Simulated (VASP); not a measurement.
Method: PBEsol GGA, VASP's PBE PAW potentials (set 64) (plane waves; VASP 6.6.1).

Input for VASP

KPOINTS:
```
Automatic mesh
0
Gamma
  7 7 7
0 0 0
```

POSCAR:
```
TiSi2
1.0
  0.0000000000   4.1175150000   4.2629000000
  2.3895100000   0.0000000000   4.2629000000
  2.3895100000   4.1175150000   0.0000000000
Ti Si
2 4
Cartesian
  2.3895100000   4.1175150000   4.2629000000
  3.5842650000   6.1762725000   6.3943500000
  2.3895100000   6.8962611729   4.2629000000
  2.3895100000   1.3387688271   4.2629000000
  1.1947550000   3.3975263271   2.1314500000
  1.1947550000   0.7199886729   2.1314500000
```

INCAR:
```
SYSTEM = TiSi2
PREC = Accurate; ENCUT = 300; LREAL = .FALSE.
LASPH = .TRUE.
EDIFF = 1E-6; NELM = 100; ALGO = Normal
LMAXMIX = 4
ISMEAR = -1; SIGMA = 0.136
GGA = PS
ISIF = 2
LWAVE = .FALSE.; LCHARG = .FALSE.
```

POTCAR, in this order: Ti_sv Si (PBE.64 set). Program: vasp_std.

The resulting files:

File OSZICAR:
```
       N       E                     dE             d eps       ncg     rms          rms(c)
DAV:   1     0.289704682312E+03    0.28970E+03   -0.14389E+04  3072   0.122E+03
DAV:   2    -0.794407257263E+01   -0.29765E+03   -0.29487E+03  3168   0.395E+02
DAV:   3    -0.451979988824E+02   -0.37254E+02   -0.36703E+02  5712   0.116E+02
DAV:   4    -0.473575167240E+02   -0.21595E+01   -0.21554E+01  4056   0.264E+01
DAV:   5    -0.474821266795E+02   -0.12461E+00   -0.12460E+00  4936   0.563E+00    0.191E+01
DAV:   6    -0.444351508460E+02    0.30470E+01   -0.43861E+01  4456   0.487E+01    0.712E+00
DAV:   7    -0.438030862319E+02    0.63206E+00   -0.86555E+00  4176   0.207E+01    0.517E+00
DAV:   8    -0.437164132868E+02    0.86673E-01   -0.90923E-01  4344   0.762E+00    0.112E+00
DAV:   9    -0.437036232172E+02    0.12790E-01   -0.17170E-01  4376   0.345E+00    0.458E-01
DAV:  10    -0.437033303224E+02    0.29289E-03   -0.46411E-03  4008   0.491E-01    0.163E-01
DAV:  11    -0.437032760117E+02    0.54311E-04   -0.23409E-03  4432   0.353E-01    0.100E-01
DAV:  12    -0.437032312236E+02    0.44788E-04   -0.66322E-04  4544   0.193E-01    0.149E-02
DAV:  13    -0.437032313089E+02   -0.85316E-07   -0.41356E-05  4480   0.547E-02    0.925E-03
DAV:  14    -0.437032292709E+02    0.20380E-05   -0.81534E-07  3008   0.701E-03    0.403E-03
DAV:  15    -0.437032284134E+02    0.85747E-06   -0.99890E-07  2952   0.663E-03
   1 F= -.43703228E+02 E0= -.43632792E+02  d E =-.140873E+00
```

File OUTCAR:
```
------------------------ aborting loop because EDIFF is reached ----------------------------------------
  FORCE on cell =-STRESS in cart. coord.  units (eV):
  Direction    XX          YY          ZZ          XY          YZ          ZX
  --------------------------------------------------------------------------------------
  Total       -1.0512302     -1.5241164     -0.4878963      0.0000000      0.0000000      0.0000000
  in kB      -20.0784067    -29.1104921     -9.3187773      0.0000000      0.0000000      0.0000000
  external PRESSURE =     -19.5025587 kB  Pullay stress =       0.0000000 kB
  volume of cell :       83.88
      direct lattice vectors                 reciprocal lattice vectors
     0.000000000  4.117515000  4.262900000    -0.209247921  0.121432466  0.117291046
     2.389510000  0.000000000  4.262900000     0.209247921 -0.121432466  0.117291046
     2.389510000  4.117515000  0.000000000     0.209247921  0.121432466 -0.117291046
 POSITION                                       TOTAL-FORCE (eV/Angst)
 -----------------------------------------------------------------------------------
      2.38951      4.11752      4.26290         0.000000     -0.000000      0.000000
      3.58427      6.17627      6.39435        -0.000000     -0.000000     -0.000000
      2.38951      6.89626      4.26290        -0.000000     -0.038359      0.000000
      2.38951      1.33877      4.26290        -0.000000      0.038359      0.000000
      1.19476      3.39753      2.13145        -0.000000      0.038359      0.000000
      1.19476      0.71999      2.13145        -0.000000     -0.038359      0.000000
 -----------------------------------------------------------------------------------
    total drift:                                0.000000      0.000000      0.000000
  FREE ENERGIE OF THE ION-ELECTRON SYSTEM (eV)
  ---------------------------------------------------
  free  energy   TOTEN  =       -43.7032284134 eV

  energy  without entropy=      -43.5623549775  energy(sigma->0) =      -43.63279170
```
(Selected blocks of OUTCAR.)

### OUTCAR
```
 val. band max:       10.1186695767   @ k =  -0.1429   0.1429   0.2857

 cond. band min:      10.1317043265   @ k =   0.4286  -0.0000   0.0000


 Fermi energy:        10.1287791440

 k-point     1 :       0.0000    0.0000    0.0000
  band No.  band energies     occupation
      1     -45.8716      2.00000
      2     -45.8419      2.00000
      3     -22.3803      2.00000
      4     -22.3745      2.00000
      5     -22.2871      2.00000
      6     -22.2726      2.00000
      7     -22.2601      2.00000
      8     -22.2524      2.00000
      9      -2.4629      2.00000
     10       3.4181      2.00000
     11       4.3897      2.00000
     12       4.7086      2.00000
     13       5.0622      2.00000
     14       6.3478      2.00000
     15       6.3929      2.00000
     16       7.6131      2.00000
     17       7.8387      2.00000
     18       8.0568      2.00000
     19       8.3371      2.00000
     20       8.7572      1.99992
     21       9.1705      1.99826
     22      12.1846      0.00000
     23      13.2495      0.00000
     24      13.4742      0.00000

 k-point     2 :       0.1429   -0.0000   -0.0000
  band No.  band energies     occupation
      1     -45.8705      2.00000
      2     -45.8430      2.00000
      3     -22.3809      2.00000
      4     -22.3726      2.00000
      5     -22.2935      2.00000
      6     -22.2727      2.00000
      7     -22.2587      2.00000
      8     -22.2519      2.00000
      9      -2.2495      2.00000
     10       3.1410      2.00000
     11       3.5439      2.00000
     12       4.5993      2.00000
     13       5.4315      2.00000
     14       6.2993      2.00000
     15       6.8023      2.00000
     16       7.3668      2.00000
     17       7.9682      2.00000
     18       8.0657      2.00000
     19       8.8326      1.99985
     20       8.9294      1.99970
     21       9.1594      1.99840
     22      11.9763      0.00000
     23      13.0731      0.00000
     24      13.1412      0.00000
...
```

At this cut-off the stress carries a Pulay error, which pulls relaxed volumes low.

The structure comes from a computed database's TiSi2 entry (Fddd); how it stands against other phases isn't given here. The cell was not relaxed at this level. The run is one of a series of settings (GGA = PS against the base run), some of them coarse on purpose.
